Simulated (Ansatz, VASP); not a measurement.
**BiP: VASP beside Ansatz**

Wanted: the spread between two codes on one cell, functional and k mesh. The structure shown is the start of the Ansatz relaxation below; VASP solves that cell, so the two are compared at the walk's first step.

Method: plane waves, with VASP 6.6.1 beside it; single point at PBEsol, in Ansatz 0.2.0.

## Step 1: Set-up

The cell holds 2 atoms: 1 P and 1 Bi. Its edges and angles: a = 3.672 Å, b = 3.672 Å, c = 30.000 Å, α = 90.0°, β = 90.0°, γ = 120.0°. Vacuum lies along c.

## Step 2: Ansatz: relaxation, PBEsol

Ansatz runs on its PAW soft_1 files.

The two programs are compared at the cell with which this relaxation starts, whose forces are those of its first step.

input.yaml

```yaml
crystal:
  lattice:
    - [3.6720072165, 0.0, 0.0]
    - [-1.8360036082, 3.1800515324, 0.0]
    - [0.0, 0.0, 30.0]
  atoms:
    - { symbol: P, position: [0.3333333333, 0.6666666667, 0.4767861613] }
    - { symbol: Bi, position: [0.6666666667, 0.3333333333, 0.5232138387] }
  periodic: [true, true, false]
kpoints:
  mp_grid: { grid: [6, 6, 1] }
hamiltonian:
  xc: pbesol
  pseudopotentials: { kind: paw, azcp: { folder: soft_1 }, xc_functional: pbe }
scf:
  occupations: { method: fermi_dirac, width: 0.02 }
relax:
  f_tol: 0.01
  max_steps: 100
  cell: {}
```

Started as:

```console
$ ansatz run input.yaml --threads 4 --pin off --max-ram 17510MiB --backend cpu --events-out ev --progress --plain --runs-dir out
```

Numbers of over 12 decimals in the logs are rounded to 6 here.

The log of the run:

```text
Engine: ansatz 0.2.0, aarch64-unknown-linux-gnu
Pseudopotentials: kind: paw
Pseudopotential: P, paw, valence charge 5, recommended cutoff 420 eV (normal), soft_1/P.paw.azcp
Pseudopotential: Bi, paw, valence charge 15, recommended cutoff 420 eV (normal), soft_1/Bi.paw.azcp
Functional definition: PBEsol
  exchange = pbesol_x
  correlation = pbesol_c
Crystal: 2 atoms, lattice volume = 350.315 Å³
Basis set: ecut = 420 eV, 6833 PW (Γ), exchange–correlation on 50×50×432 points (8 copies of the dense FFT grid, shifted against one another)
Bands: 14, of which v1, the nominal top of the filled ones, is band 10 counted from 1 (9 counted from 0)
Symmetry: 6 space group operations
Space group: P3m1 (ITA 156), of the structure as read, at distance tolerance 7.0e-5 Å
k-points: 7 of 36 (time reversal used)
Non-local potential: P, projectors of the file, l = 0: 2, l = 1: 2, l = 2: 1
Non-local potential: Bi, projectors of the file, l = 0: 2, l = 1: 2, l = 2: 2, l = 3: 1
PAW form: soft (Blöchl's): semilocal exchange-correlation on the pseudo side does not see the compensation charge
PAW frozen core: P, regenerated for the run's functional, and the local potential with it (the file was generated under x = pbe(κ = 0.804, μ = 0.219515), c = pbe(β = 0.066725))
PAW frozen core: Bi, regenerated for the run's functional, and the local potential with it (the file was generated under x = pbe(κ = 0.804, μ = 0.219515), c = pbe(β = 0.066725))
PAW one-centre angular grid: P, 110 points (default); XC on 64 Gauss nodes
PAW one-centre angular grid: Bi, 590 points (default); XC on 64 Gauss nodes
Initial density: superposition of atomic densities (neutral atoms: chi_scale 0, normalization atom)
Initial wavefunctions: pseudopotential atomic-orbital guess
Functional: x = pbesol(κ = 0.804, μ = 0.123457), c = pbesol(β = 0.046)
SCF iter   1: F=—  HF=-12984.062317 eV  |F-HF|=—  |Δ(HF+E_count)|=         —  Δρ=1.38e-2  dr2=2.34e0  ethr=3.10e-3  ⟨swp⟩=17.3  Hψ=1226  notcnv=0
preconditioner: auto → none  [insulator: Δε(μ)=2.022 eV  Ē_g=9.651 eV  σ=0.020 eV  W_gap=1.00  n_scr=16 (ndim 8)  ℏωp=6.3 eV  f_vac=0.789  D(μ)=0.00/eV (n_scr^D=0)  ε∞_Penn≈1.4]
SCF iter   2: F=—  HF=-12985.625973 eV  |F-HF|=—  |Δ(HF+E_count)|=    1.56e0  Δρ=2.03e-2  dr2=1.82e1  ethr=3.10e-3  ⟨swp⟩=5.3  Hψ=357  notcnv=0  recentre
SCF iter   3: F=—  HF=-12983.771968 eV  |F-HF|=—  |Δ(HF+E_count)|=    1.85e0  Δρ=7.86e-3  dr2=5.95e-1  ethr=3.10e-3  ⟨swp⟩=5.0  Hψ=429  notcnv=0
SCF iter   4: F=—  HF=-12983.676213 eV  |F-HF|=—  |Δ(HF+E_count)|=   9.58e-2  Δρ=2.13e-3  dr2=1.03e-2  ethr=2.98e-3  ⟨swp⟩=3.3  Hψ=182  notcnv=0
SCF iter   5: F=—  HF=-12983.672808 eV  |F-HF|=—  |Δ(HF+E_count)|=   3.40e-3  Δρ=3.47e-4  dr2=2.48e-4  ethr=5.13e-5  ⟨swp⟩=4.9  Hψ=280  notcnv=0
SCF iter   6: F=—  HF=-12983.672821 eV  |F-HF|=—  |Δ(HF+E_count)|=   1.32e-5  Δρ=1.18e-4  dr2=2.44e-5  ethr=1.24e-6  ⟨swp⟩=3.1  Hψ=224  notcnv=0
SCF iter   7: F=—  HF=-12983.672864 eV  |F-HF|=—  |Δ(HF+E_count)|=   4.31e-5  Δρ=2.43e-5  dr2=5.40e-6  ethr=1.22e-7  ⟨swp⟩=3.3  Hψ=206  notcnv=0
SCF iter   8: F=-12983.672863 eV  HF=-12983.672863 eV  |F-HF|=4.10e-8  |Δ(HF+E_count)|=   1.41e-6  Δρ=4.09e-6  dr2=6.67e-8  ethr=5.00e-10  ⟨swp⟩=7.3  Hψ=631  notcnv=0
SCF 1 converged in 8 iterations: F = -12983.672863 eV  dr2 = 6.67e-8
  greatest PAW one-centre occupation: 0.987 electrons in one spin orbital (limit 2), on the Bi atom at site 1 (counted from 0), in its partial waves of l = 2
relax step   1: F+E_penalty+E_count = -12983.67286312 eV  Δ(F+E_penalty+E_count) = +0.000e0 eV  max|allowed force component| = 1.720e0 eV/Å  Δτ_max = 0.0000 Å  P = +4.261 N/m  Ω = 350.315 Å³  fix = [c, alpha, beta]  reactions: c +0.000 N/m  (8 SCF iters, dr2 threshold 1.00e-7 eV, accepted)
[...]
relax step   3: F+E_penalty+E_count = -12983.85278401 eV  Δ(F+E_penalty+E_count) = -1.417e-1 eV  max|allowed force component| = 1.844e-1 eV/Å  Δτ_max = 0.0799 Å  P = +0.074 N/m  Ω = 375.568 Å³  energy of the carried Pulay correction = -2.678e-4 eV  fix = [c, alpha, beta]  reactions: c +0.000 N/m  (7 SCF iters, dr2 threshold 2.00e-7 eV, accepted)
[...]
relax step   4: F+E_penalty+E_count = -12983.85510686 eV  Δ(F+E_penalty+E_count) = -2.323e-3 eV  max|allowed force component| = 1.185e-2 eV/Å  Δτ_max = 0.0115 Å  P = +0.068 N/m  Ω = 378.032 Å³  energy of the carried Pulay correction = -2.930e-4 eV  fix = [c, alpha, beta]  reactions: c +0.000 N/m  (6 SCF iters, dr2 threshold 2.00e-7 eV, accepted)
[...]
relax step   5: F+E_penalty+E_count = -12983.85515176 eV  Δ(F+E_penalty+E_count) = -4.490e-5 eV  max|allowed force component| = 4.717e-3 eV/Å  Δτ_max = 0.0002 Å  P = +0.022 N/m  Ω = 378.601 Å³  energy of the carried Pulay correction = -2.988e-4 eV  fix = [c, alpha, beta]  reactions: c +0.000 N/m  (6 SCF iters, dr2 threshold 9.01e-9 eV, accepted)
[...]
relax step   6: F+E_penalty+E_count = -12983.85554735 eV  Δ(F+E_penalty+E_count) = -3.956e-4 eV  max|allowed force component| = 4.590e-3 eV/Å  Δτ_max = 0.0000 Å  P = +0.027 N/m  Ω = 378.601 Å³  fix = [c, alpha, beta]  reactions: c +0.000 N/m  stress off target by 2.69e-2 N/m on what of the cell is left free  SCF on the basis re-selected at this cell (its energy is not comparable with the rows above)  (8 SCF iters)
basis re-selected at this cell: Δ(F+E_penalty+E_count) = -3.956e-4 eV, ΔP = +0.005 N/m vs the last step (what re-selecting the basis moved, of the pressure what is left beyond the Pulay correction that the steps carried, after the strain that the cell walked since its last selection, with what the two solves' SCF thresholds leave and, on support functions, any second-order correction that the steps lacked; it is no measure of the basis error at this ecutwfc). The dense FFT grid was sized anew with the basis: this SCF ran on 27×27×216 points, the steps before it on 25×25×216, so part of this shift can come from that change (see relax.cell in the input reference). [rest of the remark cut]
SCF converged after 8 iterations
Free energy (F): -12983.855547 eV
Harris-Foulkes:  -12983.855547 eV  (|F-HF|=9.60e-10)
Internal energy: -12983.855547 eV  (E = F + TS)
E sigma→0 (E₀):  -12983.855547 eV
Fermi energy:    -4.437584 eV
--- Per-component energies (eV) ---
  E_band       = -374.487376
  E_kinetic    = 320.847248
  E_local      = -20159.697573  (includes V_loc(G=0)·N_el)
  E_nonlocal   = 443.637744
  E_hartree    = 9757.246329
  E_xc         = -220.459971
  E_vxc        = -189.251518  (∫ρ·V_xc dr)
  E_paw        = -11053.509697  (= ΣΔE_a)
  E_vpaw       = -304.516210  (= ΣTr[D̂ρ^β])
  E_aug_tail   = 0.000203  (compensation charges beyond the density's cutoff)
  E_ewald      = 7927.944280
  E_core_change = 0.135890  (= ΣΔE_core)
  E_smearing   = -0.000000  (= −TS)
  E_closure    = -0.000000  (closes the sum)
  Σ components = -12983.855547   (vs F -12983.855547, Δ=0.00e0)
--- Forces (eV/Å), atoms counted from 1 ---
  atom   1  P      0.00000000     0.00000000    -0.00458964
  atom   2  Bi     0.00000000    -0.00000000     0.00458981
  max |Σ_I F_I| component: 1.70e-7 eV/Å
--- 2D stress c σ (N/m, compression-positive) ---
        0.026882      -0.000000       0.000000
       -0.000000       0.026882      -0.000000
        0.000000      -0.000000       0.000000
  P = ½ c Tr σ = 0.0269 N/m
--- Relaxed structure (5 steps of the walk, 5 accepted, 1 SCFs on fresh bases) ---
  F+E_penalty+E_count = -12983.85554735 eV   max|allowed force component| = 4.590e-3 eV/Å   (the final SCF, on the basis selected at the relaxed cell)
  cell:  # Å, volume = 378.6008 Å³
    - [3.817375, -3.001024137518923e-11, 0]
    - [-1.908687, 3.305944, 0]
    - [0, 0, 30.0]
  atoms:
    - { symbol: P, position: [0.333333, 0.666667, 0.475400] }
    - { symbol: Bi, position: [0.666667, 0.333333, 0.524600] }
```

The column dr2 measures how far the density is from self-consistency, as an energy; F and HF (Harris–Foulkes) agree once it is small.

## Step 3: VASP: single point, PBEsol, start cell

The same cell, functional, mesh and smearing now go to VASP, with its own data sets.

Lines of VASP's logs that name or quote its potential files are left out, and so is its time.

INCAR

```
SYSTEM = BiP
PREC = Accurate
ENCUT = 400
EDIFF = 1E-06
NELM = 120
ISMEAR = -1
SIGMA = 0.02
LREAL = .FALSE.
ALGO = Normal
GGA = PS
NBANDS = 16
LORBIT = 11
LWAVE = .FALSE.
LCHARG = .FALSE.
ISIF = 2
LDIPOL = .TRUE.
IDIPOL = 3
DIPOL = 0.5 0.5 0.5
LVHAR = .TRUE.
LASPH = .TRUE.
GGA_COMPAT = .FALSE.
EFERMI = MIDGAP
NELMDL = -8
```

POSCAR

```
BiP
1.0
    3.6720070000      0.0000000000      0.0000000000
   -1.8360040000      3.1800520000      0.0000000000
    0.0000000000      0.0000000000     30.0000000000
P Bi
1 1
Direct
    0.3333333193      0.6666664570      0.4767861667
    0.6666667958      0.3333332285      0.5232138333
```

KPOINTS

```
Automatic mesh
0
Gamma
6 6 1
0 0 0
```

The projector-augmented-wave data sets are P and Bi_d (PBE family, release 64).

Started as:

```console
$ mpirun -np 1 vasp_std
```

The log of the run:

```text
[banner, memory and clock lines left out]
running    1 mpi-ranks, on    1 nodes
 distrk:  each k-point on    1 cores,    1 groups
 distr:  one band on    1 cores,    1 groups

 POSCAR found type information on POSCAR P Bi
 POSCAR found :  2 types and       2 ions
|                                                                             |
|               ----> ADVICE to this user running VASP <----                  |
|                                                                             |
|     You enforced a specific xc type in the INCAR file but a different       |
|     [... a line on the potential file left out ...]
|     I HOPE YOU KNOW WHAT YOU ARE DOING!                                     |
|                                                                             |

 LDA part: xc-table for (Slater+PW92), standard interpolation
 POSCAR, INCAR and KPOINTS ok, starting setup
 FFT: planning ... GRIDC
 FFT: planning ... GRID_SOFT
 FFT: planning ... GRID
 WAVECAR not read
 entering main loop
       N       E                     dE             d eps       ncg     rms          rms(c)
DAV:   1     0.115002737815E+03    0.11500E+03   -0.75570E+03   296   0.711E+02
DAV:   2     0.391942079900E+00   -0.11461E+03   -0.11245E+03   264   0.221E+02
DAV:   3    -0.939303892584E+01   -0.97850E+01   -0.97621E+01   320   0.699E+01
DAV:   4    -0.961493980203E+01   -0.22190E+00   -0.22180E+00   336   0.121E+01
DAV:   5    -0.961826833561E+01   -0.33285E-02   -0.33284E-02   368   0.105E+00
DAV:   6    -0.961836312796E+01   -0.94792E-04   -0.94792E-04   336   0.117E-01
DAV:   7    -0.961836591018E+01   -0.27822E-05   -0.27821E-05   392   0.232E-02
DAV:   8    -0.961836599868E+01   -0.88500E-07   -0.88582E-07   280   0.295E-03    0.419E+00
DAV:   9    -0.925564481216E+01    0.36272E+00   -0.18654E+00   312   0.684E+00    0.274E+00
DAV:  10    -0.923907859470E+01    0.16566E-01   -0.25380E-01   272   0.237E+00    0.134E+00
DAV:  11    -0.923407082167E+01    0.50078E-02   -0.32110E-02   304   0.104E+00    0.170E-01
DAV:  12    -0.923324069072E+01    0.83013E-03   -0.60930E-03   312   0.421E-01    0.115E-01
DAV:  13    -0.923322687209E+01    0.13819E-04   -0.11631E-03   296   0.168E-01    0.433E-02
DAV:  14    -0.923325622899E+01   -0.29357E-04   -0.20357E-04   336   0.632E-02    0.307E-02
[...]
DAV:  18    -0.923347901485E+01   -0.28158E-04   -0.24096E-06   272   0.104E-02    0.678E-03
DAV:  19    -0.923354277457E+01   -0.63760E-04   -0.50327E-06   240   0.858E-03    0.321E-03
DAV:  20    -0.923356296142E+01   -0.20187E-04   -0.70964E-07   240   0.401E-03    0.294E-03
DAV:  21    -0.923358018760E+01   -0.17226E-04   -0.86874E-07   216   0.227E-03    0.926E-04
DAV:  22    -0.923358657204E+01   -0.63844E-05   -0.18382E-07   248   0.180E-03    0.222E-04
DAV:  23    -0.923358903154E+01   -0.24595E-05   -0.10167E-07   248   0.108E-03    0.804E-04
DAV:  24    -0.923359064070E+01   -0.16092E-05   -0.38743E-08   208   0.551E-04    0.312E-04
DAV:  25    -0.923359155822E+01   -0.91752E-06   -0.26255E-08   184   0.540E-04
   1 F= -.92335916E+01 E0= -.92335916E+01  d E =-.586304E-17
```

From OUTCAR (step 3):

```text
ion  position               nearest neighbor table
   1  0.333  0.667  0.477-   2 2.54   2 2.54   2 2.54
   2  0.667  0.333  0.523-   1 2.54   1 2.54   1 2.54

  LATTYP: Found a hexagonal cell.
 ALAT       =     3.6720070000
 C/A-ratio  =     8.1699190661

 Subroutine GETGRP returns: Found  6 space group operations
 (whereof  6 operations were pure point group operations)

The static configuration has the point symmetry C_3v.

 Found      7 irreducible k-points:

   k-points           NKPTS =      7   k-points in BZ     NKDIM =      7   number of bands    NBANDS=     16

   dimension x,y,z NGX =    24 NGY =   24 NGZ =  196
   dimension x,y,z NGXF=    48 NGYF=   48 NGZF=  392

   ENCUT  =  400.0 eV  29.40 Ry    5.42 a.u.   5.99  5.99 48.92*2*pi/ulx,y,z

   NELECT =      20.0000    total number of electrons

 k-points in reciprocal lattice and weights: Automatic mesh
   0.00000000  0.00000000  0.00000000       0.028
   0.16666667 -0.00000000  0.00000000       0.167
   0.33333333 -0.00000000  0.00000000       0.167
   0.50000000 -0.00000000  0.00000000       0.083
   0.16666667  0.16666667  0.00000000       0.167
   0.33333333  0.16666667  0.00000000       0.333
   0.33333333  0.33333333  0.00000000       0.056

 dipolmoment           0.000000      0.000000     -0.083749 electrons x Angstroem

 average (electrostatic) potential at core
       1 -91.3529       2-113.6275

 E-fermi :  -2.8200

 k-point     1 :       0.0000    0.0000    0.0000
  band No.  band energies     occupation
    ...
      6     -17.3596      2.00000
      7     -10.5588      2.00000
      8      -4.1400      2.00000
      9      -3.5862      2.00000
     10      -3.5862      2.00000
     11      -1.6739      0.00000
     12       0.4102      0.00000
     13       0.4102      0.00000
     14       0.6873      0.00000
     15       1.2544      0.00000
    ...

 k-point     2 :       0.1667   -0.0000    0.0000
  band No.  band energies     occupation
    ...
      6     -16.9659      2.00000
      7     -10.4988      2.00000
      8      -5.7843      2.00000
      9      -4.2226      2.00000
     10      -3.9681      2.00000
     11      -1.3053      0.00000
     12       0.3753      0.00000
     13       1.0084      0.00000
     14       1.2535      0.00000
     15       1.6879      0.00000
    ...

 k-point     3 :       0.3333   -0.0000    0.0000
  band No.  band energies     occupation
    ...
      6     -15.8462      2.00000
      7     -11.2135      2.00000
      8      -7.2757      2.00000
      9      -5.1214      2.00000
     10      -4.2534      2.00000
     11      -2.0537      0.00000
     12       0.1611      0.00000
     13       1.3528      0.00000
     14       2.1274      0.00000
     15       2.8525      0.00000
    ...

  Total        3.0561696      3.0561708      2.3626933     -0.0000005      0.0000000     -0.0000000
  in kB       13.9774855     13.9774913     10.8058505     -0.0000022      0.0000000     -0.0000000
  external PRESSURE =      12.9202758 kB  Pullay stress =       0.0000000 kB

  energy-cutoff  :      400.00
  volume of cell :      350.32
      direct lattice vectors                 reciprocal lattice vectors
     3.672007000  0.000000000  0.000000000     0.272330636  0.157230176  0.000000000
    -1.836004000  3.180052000  0.000000000     0.000000000  0.314460267  0.000000000
     0.000000000  0.000000000 30.000000000     0.000000000  0.000000000  0.033333333

 POSITION                                       TOTAL-FORCE (eV/Angst)
 -----------------------------------------------------------------------------------
      0.00000      2.12003     14.30359         0.000000     -0.000000     -1.713107
      1.83600      1.06002     15.69641        -0.000000      0.000000      1.713107
 -----------------------------------------------------------------------------------
    total drift:                               -0.000693      0.000441      0.000067

  FREE ENERGIE OF THE ION-ELECTRON SYSTEM (eV)
  ---------------------------------------------------
  free  energy   TOTEN  =        -9.2335915582 eV

  energy  without entropy=       -9.2335915582  energy(sigma->0) =       -9.23359156

 vacuum level on the upper side and lower side of the slab         1.021         2.318

 total charge
# of ion       s       p       d       tot
------------------------------------------
    1        1.104   1.383   0.000   2.487
    2        1.498   1.504   9.959  12.961
--------------------------------------------------
tot          2.603   2.887   9.959  15.449

[... 3 further parts left out ...]
```

## Step 4: Differences

Known differences besides the potentials themselves: Ansatz cuts the interaction across the vacuum, VASP repeats the sheet with a dipole correction; the cutoff is 420 eV in Ansatz and 400 eV in VASP; Ansatz makes its cores anew for this functional, VASP keeps those of its PBE data sets. Total energies have different zeros and are not compared.

Forces (eV/Å; atoms numbered as in POSCAR):

```
atom        Ansatz x, y, z          VASP x, y, z
  P1  0.000, 0.000, -1.720  0.000, 0.000, -1.713
 Bi2   0.000, 0.000, 1.720   0.000, 0.000, 1.713
```

The forces differ by 4.0 meV/Å r.m.s., which is 0.4 % of the r.m.s. force of 0.989 eV/Å (both taken over all components). With vacuum in the cell, a pressure given here is an average over mostly empty space and none of the material.

## Step 5: Outcome

| Property | Result |
| --- | --- |
| r.m.s. force difference (single point, PBEsol, start cell) | 0.40 % of the r.m.s. force |

What this shows: The r.m.s. force difference is 0.40 % of the r.m.s. force (single point, PBEsol, start cell), within the 3 % picked in this series as the mark of a large difference. 1 further run of this series is not shown here. Such differences can come from data sets, numerical settings and the points named under the comparisons, not from the functional's error against experiment.

[Lines on the potential files, build, host, timing and source positions are cut from VASP's logs without a mark.]

[Logs are printed without paths, hosts, clocks, repeated set-up lines and the standing remarks that a program may print on its own settings, such as how far it seeks lower states.]

[Hosts, paths, dates, database ids (printed as entryN), source tags and the programs' standing remarks are cut or masked in the printed files.]
